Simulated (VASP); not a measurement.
Level of theory: optB86b-vdW, VASP's PBE PAW potentials (set 64) (plane waves; VASP).

The input files of a VASP run:

File POSCAR:
```
V
1
   -1.4551255708     1.4551255708     1.4551255708
    1.4551255708    -1.4551255708     1.4551255708
    1.4551255708     1.4551255708    -1.4551255708
V
1
Direct
  0.0000000000   0.0000000000   0.0000000000
```

**KPOINTS**
```
Automatic mesh
0
Gamma
17 17 17
0 0 0
```

**INCAR**
```
AGGAC = 0.0
ALGO = Normal
EDIFF = 1E-7
ENCUT = 520
GGA = MK
ISIF = 2
ISMEAR = 1
LASPH = .True.
LCHARG = .False.
LMAXMIX = 4
LREAL = .False.
LUSE_VDW = .True.
LWAVE = .False.
NELM = 100
PARAM1 = 0.1234
PARAM2 = 1.0
PREC = Accurate
SIGMA = 0.1
SYSTEM = V
```

POTCAR, in this order: V_sv (PBE.64 set). Program: vasp_std.

What will the output report for the number of irreducible k-points (NKPTS), largest plane-wave count, number of space-group operations, FFT grid (NGX, NGY, NGZ)?

The number of irreducible k-points (NKPTS) is 165 and the largest plane-wave count comes out as 350. The number of space-group operations comes out as 48. The FFT grid (NGX, NGY, NGZ) comes out as 20 × 20 × 20.

The compound is V in the bcc structure. This cell is one point of a volume scan, at 0.94 of the reference volume. The run is not spin-polarised, so no magnetic state was tried.
